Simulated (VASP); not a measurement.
Here is the system:

```xyz
2
Lattice="0.0000 2.8347 2.8347 2.8347 0.0000 2.8347 2.8347 2.8347 0.0000" Properties=species:S:1:pos:R:3 pbc="T T T"
La     2.8347     0.0000     2.8347
B      2.8347     2.8347     2.8347
```

The numbers are results of PBE GGA, VASP's PBE PAW potentials (set 64) (plane waves; VASP 6.6.1), not measurements. Settings: 520 eV cut-off, 12×12×12 Γ-centred mesh, tetrahedra with Blöchl corrections, potentials La B.

Task: Predict the energy per atom (σ→0), band gap (on the k-mesh) with the smallest direct gap where there is one.

Result: 
| Quantity | Result |
|---|---|
| band gap (on the k-mesh) | none (metal, semimetal or under 0.01 eV) |
| energy per atom (σ→0) | -504.1 kJ/mol of atoms |

The absolute energy has meaning only against runs of the same code, potentials and settings.

The structure was generated: LaB was put into the rock salt type (Fm-3m), which need not be its known phase. It was relaxed first, which changed the volume by -27 %.
